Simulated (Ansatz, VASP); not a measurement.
# Cross-check of Si2MoN4 (MoSi2N4 monolayer) between VASP and Ansatz

One calculation is typed for both programs; each brings its own data sets. How far apart do they land? The structure shown is the start of the Ansatz relaxation below; VASP solves that cell, so the two are compared at the walk's first step.

Main program and level: Ansatz 0.2.0; plane waves, with VASP 6.6.1 beside it; single point at PBE with D3(BJ).

## 1. Starting point

The cell holds 7 atoms: 4 N, 2 Si and 1 Mo. Its edges and angles: a = 2.920 Å, b = 2.920 Å, c = 37.524 Å, α = 90.0°, β = 90.0°, γ = 120.0°. Vacuum lies along c. The height across the vacuum is the one that the program set for its solve, not the one typed.

Structure file:

```xyz
7
Lattice="2.9200 0.0000 0.0000 -1.4600 2.5288 0.0000 0.0000 0.0000 37.5236" Properties=species:S:1:pos:R:3
N     0.0000    0.0000    9.0000
N     0.0000    1.6859   11.2194
N     0.0000    1.6859   13.6424
N     0.0000    0.0000   15.8618
Si    0.0000    1.6859    9.4694
Si    0.0000    1.6859   15.3924
Mo    0.0000    0.0000   12.4309
```

## 2. Ansatz: relaxation, PBE with D3(BJ)

Ansatz runs on its default PAW (the set named soft_2) files.

The two programs are compared at the cell with which this relaxation starts, whose forces are those of its first step.

The input, input.yaml:

```yaml
crystal:
  lattice:
    - [2.92, 0.0, 0.0]
    - [-1.46, 2.5287941791, 0.0]
    - [0.0, 0.0, 24.8617906172]
  atoms:
    - { symbol: "N", position: [0.0, 0.0, 0.3620012789] }
    - { symbol: Si, position: [0.3333333333, 0.6666666667, 0.3808829552] }
    - { symbol: "N", position: [0.3333333333, 0.6666666667, 0.4512720927] }
    - { symbol: Mo, position: [0.0, 0.0, 0.5] }
    - { symbol: "N", position: [0.3333333333, 0.6666666667, 0.5487279073] }
    - { symbol: Si, position: [0.3333333333, 0.6666666667, 0.6191170448] }
    - { symbol: "N", position: [0.0, 0.0, 0.6379987211] }
  periodic: [true, true, false]
kpoints:
  mp_grid: { grid: [12, 12, 1] }
hamiltonian:
  xc: pbe
  dispersion: d3bj
scf:
  occupations: { method: fermi_dirac, width: 0.05 }
  convergence: { dr2_threshold: 1.0e-09 }
relax:
  f_tol: 0.004
  max_steps: 90
  cell: {}
output:
  write_potential: true
  write_density: true
  volumetric_format: npy
```

Launch:

```
$ ansatz run input.yaml --threads 4 --pin off --max-ram 6144MiB --backend cpu --events-out ev --progress --plain --runs-dir out
```

Numbers of over 12 decimals in the logs are rounded to 6 here.

The log of the run:

```text
Warning: crystal.periodic: the lattice vector that does not repeat stood 0.000° off the slab's normal, 24.862 Å along it as the deck builds it. The run solves the slab on a vector along the normal, 37.524 Å long, with every atom where it was (on the deck's vector they left 18.00 Å outside them, and the widest stretch free of ions among them is 1.75 Å). A fractional position that the run reports is one of the run's ce [...]
Warning: relax.cell: scf.convergence.dr2_threshold = 1e-9 eV is looser than the 2.46201477969e-10 eV advised for a relaxation that steers and ends on the stress (1e-10 eV for each atom of the cell: 7, times the square of relax.cell.stress_2d_tol = 0.05 N/m over 16.9 Å (the atoms' height at the walk's start and 5 Å past either face), 2.965e-2 GPa, over a crystal's default 0.05). What an SCF threshold leaves in a stress goes as its square root, and in the free energy as the threshold itself, and one threshold admits the most on a small cell: [figures from the program's tests cut] Set scf.convergence.dr2_threshold to 2.46201477969e-10 eV or tighter. [rest of the remark cut]
crystal.periodic: the lattice vector that does not repeat stood 0.000° off the slab's normal, 24.862 Å along it as the deck builds it. The run solves the slab on a vector along the normal, 37.524 Å long, with every atom where it was (on the deck's vector they left 18.00 Å outside them, and the widest stretch free of ions among them is 1.75 Å). A fractional position that the run reports is one of the run's cell, which [...]
Engine: ansatz 0.2.0, aarch64-unknown-linux-gnu
Pseudopotentials: kind: paw
Pseudopotential: N, paw, valence charge 5, recommended cutoff 420 eV (normal), N.paw.azcp
Pseudopotential: Si, paw, valence charge 4, recommended cutoff 420 eV (normal), Si.paw.azcp
Pseudopotential: Mo, paw, valence charge 14, recommended cutoff 420 eV (normal), Mo.paw.azcp
Functional definition: PBE
  parameter kappa = 0.804
  parameter beta = 0.066725
[...]
SCF iter   2: F=—  HF=-7771.751862 eV  |F-HF|=—  |Δ(HF+E_count)|=   1.39e-4  Δρ=2.33e-5  dr2=2.07e-6  ethr=1.39e-8  ⟨swp⟩=2.6  Hψ=878  notcnv=0
SCF iter   3: F=—  HF=-7771.752019 eV  |F-HF|=—  |Δ(HF+E_count)|=   1.57e-4  Δρ=1.14e-5  dr2=3.43e-7  ethr=4.92e-9  ⟨swp⟩=4.0  Hψ=1169  notcnv=0
SCF iter   4: F=—  HF=-7771.752019 eV  |F-HF|=—  |Δ(HF+E_count)|=   4.84e-8  Δρ=4.95e-6  dr2=5.80e-8  ethr=8.18e-10  ⟨swp⟩=3.2  Hψ=1043  notcnv=0
SCF iter   5: F=—  HF=-7771.752019 eV  |F-HF|=—  |Δ(HF+E_count)|=   1.08e-8  Δρ=1.04e-6  dr2=3.16e-9  ethr=1.38e-10  ⟨swp⟩=3.4  Hψ=1192  notcnv=0
SCF iter   6: F=-7771.752019 eV  HF=-7771.752019 eV  |F-HF|=2.00e-10  |Δ(HF+E_count)|=  3.64e-12  Δρ=4.72e-7  dr2=3.79e-10  ethr=2.38e-12  ⟨swp⟩=13.7  Hψ=4715  notcnv=0
SCF 8 converged in 6 iterations: F = -7771.752019 eV  dr2 = 3.79e-10
relax step   8: F+E_penalty+E_count = -7771.75201935 eV  Δ(F+E_penalty+E_count) = -7.955e-5 eV  max|allowed force component| = 1.792e-4 eV/Å  Δτ_max = 0.0003 Å  P = -0.001 N/m  Ω = 270.637 Å³  energy of the carried Pulay correction = +7.078e-5 eV  fix = [c, alpha, beta]  reactions: c -0.000 N/m  (6 SCF iters, accepted)
iter 1 solved again at ethr=1.87e-7 eV; its pass at ethr=3.10e-3 eV (dr2=7.84e-5 eV) is discarded
SCF iter   1: F=—  HF=-7771.751931 eV  |F-HF|=—  |Δ(HF+E_count)|=         —  Δρ=2.05e-6  dr2=5.11e-9  ethr=1.87e-7  ⟨swp⟩=6.9  Hψ=7921  notcnv=0
eigensolver tolerance schedule: the retry pair's looser diagonalisation over-reported the residual by 15326.78 of it (diagonalisation noise at 11.89 of the residual, at the tolerance the schedule requests for it); recorded, not acted on — ethr = c·dr2/N_el stays at c = 1.0e-1
preconditioner: auto → Resta (q_TF=auto, 2.000 Å⁻¹)  ε∞=2.2  [insulator: Δε(μ)=2.040 eV  Ē_g=11.821 eV  σ=0.050 eV  W_gap=1.00  n_scr=22 (ndim 8)  ℏωp=13.2 eV  f_vac=0.723  D(μ)=0.00/eV (n_scr^D=0)  ε∞_Penn≈2.2  vacuum switching on, ρ_ref=1.0e-2 e/Å³]
SCF iter   2: F=—  HF=-7771.751955 eV  |F-HF|=—  |Δ(HF+E_count)|=   2.36e-5  Δρ=1.25e-6  dr2=4.36e-9  ethr=1.22e-11  ⟨swp⟩=7.1  Hψ=2513  notcnv=0
SCF iter   3: F=-7771.751955 eV  HF=-7771.751955 eV  |F-HF|=2.13e-10  |Δ(HF+E_count)|=  5.24e-10  Δρ=7.42e-7  dr2=7.54e-10  ethr=2.38e-12  ⟨swp⟩=19.8  Hψ=5892  notcnv=0
SCF 9 converged in 3 iterations: F = -7771.751955 eV  dr2 = 7.54e-10
relax step   9: F+E_penalty+E_count = -7771.75195457 eV  Δ(F+E_penalty+E_count) = +6.478e-5 eV  max|allowed force component| = 1.615e-4 eV/Å  Δτ_max = 0.0000 Å  P = -0.002 N/m  Ω = 270.637 Å³  fix = [c, alpha, beta]  reactions: c -0.000 N/m  stress off target by 1.87e-3 N/m on what of the cell is left free  SCF on the basis re-selected at this cell (its energy is not comparable with the rows above)  (3 SCF iters)
basis re-selected at this cell: Δ(F+E_penalty+E_count) = +6.478e-5 eV, ΔP = -0.001 N/m vs the last step (what re-selecting the basis moved, of the pressure what is left beyond the Pulay correction that the steps carried, after the strain that the cell walked since its last selection, with what the two solves' SCF thresholds leave and, on support functions, any second-order correction that the steps lacked; it is no m [...]
WARN: The output density's exchange-correlation potential varies sharply where the density is thin. Do not read a vacuum level from v_tot or v_xc, or from such a field of the output density. On a cell that repeats whose density bears no net charge and no dipole along the vacuum's axis use v_es (v_loc + v_h of the components); under efield.dipole_correction with no amplitude use v_es + v_field, which holds any externa [...]
SCF converged after 3 iterations
Free energy (F): -7771.751955 eV
Harris-Foulkes:  -7771.751955 eV  (|F-HF|=2.13e-10)
Internal energy: -7771.751955 eV  (E = F + TS)
E sigma→0 (E₀):  -7771.751955 eV
Fermi energy:    -4.523363 eV
--- Per-component energies (eV) ---
  E_band       = -815.446283
  E_kinetic    = 1065.312946
  E_local      = -151170.630828  (includes V_loc(G=0)·N_el)
  E_nonlocal   = 371.675193
  E_hartree    = 74889.830388
  E_xc         = -539.917185
  E_vxc        = -635.808665  (∫ρ·V_xc dr)
  E_paw        = -4736.428670  (= ΣΔE_a)
  E_vpaw       = -225.652694  (= ΣTr[D̂ρ^β])
  E_aug_tail   = 0.000471  (compensation charges beyond the density's cutoff)
  E_ewald      = 72350.255689
  E_disp       = -1.849958  (pairwise vdW)
  E_smearing   = -0.000000  (= −TS)
  E_closure    = 0.000000  (closes the sum)
  Σ components = -7771.751955   (vs F -7771.751955, Δ=0.00e0)
--- Forces (eV/Å), atoms counted from 1 ---
  atom   1  N      0.00000000     0.00000000    -0.00015393
  atom   2  Si     0.00000000    -0.00000000    -0.00009653
  atom   3  N      0.00000000     0.00000000     0.00016152
  atom   4  Mo     0.00000000     0.00000000     0.00000000
  atom   5  N      0.00000000     0.00000000    -0.00016152
  atom   6  Si     0.00000000    -0.00000000     0.00009653
  atom   7  N      0.00000000     0.00000000     0.00015393
  max |Σ_I F_I| component: 6.66e-16 eV/Å
--- 2D stress c σ (N/m, compression-positive) ---
       -0.001866       0.000000       0.000000
       -0.000000      -0.001866       0.000000
        0.000000       0.000000      -0.000000
  P = ½ c Tr σ = -0.0019 N/m
--- Band table (eV; the first three rows and the last of 19) ---
  k-point 0: bands = ["-66.7340", "-40.8417", "-40.4191", "-40.4191", "-24.2989", "-24.2083", "-21.5104", "-20.1757", "-14.0604", "-11.4491", "-9.4857", "-9.4857", "-9.4396", "-9.2364", "-9.2364", "-9.1000", "-9.1000", "-7.8457", "-7.8457", "-7.7853", "-5.5449", "-2.5637", "-2.5637", "-2.2638", "-2.2638", "-1.2816 (-1.2816°)", "-1.2051", "-0.1771"]
  k-point 1: bands = ["-66.7254", "-40.8279", "-40.4877", "-40.4338", "-24.1825", "-24.0966", "-21.4100", "-20.1636", "-13.9434", "-11.4782", "-9.9285", "-9.7853", "-9.4785", "-9.4634", "-9.3621", "-9.2631", "-9.0823", "-8.1177", "-7.9905", "-7.5522", "-5.6267", "-2.7391", "-2.5914", "-2.3725", "-2.0704", "-0.8712 (-0.8713°)", "-0.8340", "0.0407"]
  k-point 2: bands = ["-66.7018", "-40.7900", "-40.6720", "-40.4736", "-23.8423", "-23.7695", "-21.1382", "-20.1356", "-13.6679", "-11.6085", "-11.0248", "-10.9647", "-9.9936", "-9.6844", "-9.6811", "-9.0219", "-8.7835", "-8.3704", "-8.3445", "-7.5920", "-6.0012", "-2.8405", "-2.6474", "-2.3489", "-1.6014", "-0.2619 (-0.2620°)", "-0.2538", "0.4591"]
  k-point 18: bands = ["-66.5874", "-41.1564", "-41.0276", "-40.6052", "-21.2251", "-21.2219", "-20.3152", "-20.1189", "-14.5463", "-14.3721", "-13.7951", "-13.6879", "-11.6438", "-11.3574", "-10.6613", "-10.1295", "-9.6447", "-9.5095", "-7.5650", "-6.8515", "-5.8948", "-3.5049", "-2.1879", "-1.3539", "-0.3333", "-0.1714", "1.9933", "2.0174"]
  ° read free of the cell's end (the report's vacuum.weakly_bound_levels)
--- Relaxed structure (7 steps of the walk, 7 accepted, 2 SCFs on fresh bases) ---
  F+E_penalty+E_count = -7771.75195457 eV   max|allowed force component| = 1.615e-4 eV/Å   (the final SCF, on the basis selected at the relaxed cell)
  cell:  # Å, volume = 270.6369 Å³
    - [2.885865, -1.8948605530616247e-18, 0]
    - [-1.442933, 2.499233, 0]
    - [0, 0, 37.523581]
  atoms:
    - { symbol: N, position: [-2.5810643945747272e-17, -5.2867763092774866e-18, 0.237228] }
    - { symbol: Si, position: [0.333333, 0.666667, 0.251226] }
    - { symbol: N, position: [0.333333, 0.666667, 0.297886] }
    - { symbol: Mo, position: [-2.6433881536693956e-17, -5.286776309277511e-18, 0.331282] }
    - { symbol: N, position: [0.333333, 0.666667, 0.364679] }
    - { symbol: Si, position: [0.333333, 0.666667, 0.411338] }
    - { symbol: N, position: [-2.705711912764063e-17, -5.286776309277486e-18, 0.425336] }
```

## 3. VASP: single point, PBE with D3(BJ), start cell

The same cell, functional, mesh and smearing now go to VASP, with its own data sets.

Lines of VASP's logs that name or quote its potential files are left out, and so is its time.

The input, INCAR:

```
SYSTEM = Si2MoN4
PREC = Accurate
ENCUT = 520
EDIFF = 1E-06
NELM = 120
ISMEAR = -1
SIGMA = 0.05
LREAL = .FALSE.
ALGO = Normal
GGA = PE
IVDW = 12
NBANDS = 28
LASPH = .TRUE.
LORBIT = 11
LWAVE = .FALSE.
LCHARG = .FALSE.
ISIF = 2
LDIPOL = .TRUE.
IDIPOL = 3
DIPOL = 0.5 0.5 0.331
LVHAR = .TRUE.
GGA_COMPAT = .FALSE.
EFERMI = MIDGAP
NELMDL = -8
KPAR = 2
```

The input, POSCAR:

```
Si2MoN4
1.0
    2.9200000000      0.0000000000      0.0000000000
   -1.4600000000      2.5287940000      0.0000000000
    0.0000000000      0.0000000000     37.5235810000
N Si Mo
4 2 1
Direct
    0.0000000000      0.0000000000      0.2398491631
    0.3333333333      0.6666666667      0.2989968361
    0.3333333333      0.6666666667      0.3635675923
    0.0000000000      0.0000000000      0.4227152654
    0.3333333333      0.6666666667      0.2523594963
    0.3333333333      0.6666666667      0.4102049322
    0.0000000000      0.0000000000      0.3312822142
```

The input, KPOINTS:

```
Automatic mesh
0
Gamma
12 12 1
0 0 0
```

Potentials, in the order of the species: N, Si and Mo_sv (PBE family, release 64).

Launch:

```
$ mpirun -np 2 vasp_std
```

The log of the run:

```text
[banner, memory and clock lines left out]
running    2 mpi-ranks, on    1 nodes
 distrk:  each k-point on    1 cores,    2 groups
 distr:  one band on    1 cores,    1 groups

 POSCAR found type information on POSCAR N SiMo
 POSCAR found :  3 types and       7 ions
 LDA part: xc-table for (Slater+PW92), standard interpolation
 POSCAR, INCAR and KPOINTS ok, starting setup
 FFT: planning ... GRIDC
 FFT: planning ... GRID_SOFT
 FFT: planning ... GRID
 WAVECAR not read
 entering main loop
       N       E                     dE             d eps       ncg     rms          rms(c)
DAV:   1     0.345404391378E+03    0.34540E+03   -0.20594E+04  1328   0.120E+03
DAV:   2    -0.297723341903E+02   -0.37518E+03   -0.36420E+03  1436   0.296E+02
DAV:   3    -0.702436693818E+02   -0.40471E+02   -0.40170E+02  1260   0.981E+01
DAV:   4    -0.714808076190E+02   -0.12371E+01   -0.12319E+01  1448   0.194E+01
DAV:   5    -0.715070727065E+02   -0.26265E-01   -0.26235E-01  1404   0.254E+00
DAV:   6    -0.715080414274E+02   -0.96872E-03   -0.96855E-03  1440   0.485E-01
DAV:   7    -0.715080788446E+02   -0.37417E-04   -0.37410E-04  1412   0.830E-02
DAV:   8    -0.715080806996E+02   -0.18550E-05   -0.18549E-05  1384   0.181E-02    0.404E+01
DAV:   9    -0.621569815425E+02    0.93511E+01   -0.51899E+01  1236   0.411E+01    0.100E+01
DAV:  10    -0.617585965280E+02    0.39839E+00   -0.86552E+00  1224   0.184E+01    0.102E+01
DAV:  11    -0.614763126301E+02    0.28228E+00   -0.82213E-01  1240   0.675E+00    0.238E+00
DAV:  12    -0.614702873651E+02    0.60253E-02   -0.11867E-01  1444   0.220E+00    0.594E-01
DAV:  13    -0.614681868449E+02    0.21005E-02   -0.13867E-02  1336   0.811E-01    0.346E-01
DAV:  14    -0.614665714865E+02    0.16154E-02   -0.35328E-03  1360   0.332E-01    0.119E-01
[...]
DAV:  21    -0.614666150079E+02   -0.49514E-04   -0.43514E-06  1096   0.819E-03    0.244E-03
DAV:  22    -0.614666746330E+02   -0.59625E-04   -0.18570E-06   988   0.461E-03    0.116E-03
DAV:  23    -0.614667139485E+02   -0.39316E-04   -0.14179E-06   960   0.426E-03    0.853E-04
DAV:  24    -0.614667245651E+02   -0.10617E-04   -0.26290E-07   936   0.223E-03    0.427E-04
DAV:  25    -0.614667315880E+02   -0.70228E-05   -0.24597E-07   880   0.126E-03    0.203E-04
DAV:  26    -0.614667335971E+02   -0.20091E-05   -0.39265E-08   868   0.828E-04    0.141E-04
DAV:  27    -0.614667346327E+02   -0.10356E-05   -0.27759E-08   816   0.541E-04    0.930E-05
DAV:  28    -0.614667350716E+02   -0.43888E-06   -0.74866E-09   804   0.309E-04
   1 F= -.63297455E+02 E0= -.63297455E+02  d E =-.910684E-08
```

(Part 1 of 2 ends here.)

[Lines on the potential files, build, host, timing and source positions are cut from VASP's logs without a mark.]

[Logs are printed without paths, hosts, clocks, repeated set-up lines and the standing remarks that a program may print on its own settings, such as how far it seeks lower states.]

[Hosts, paths, dates, database ids (printed as entryN), source tags and the programs' standing remarks are cut or masked in the printed files.]
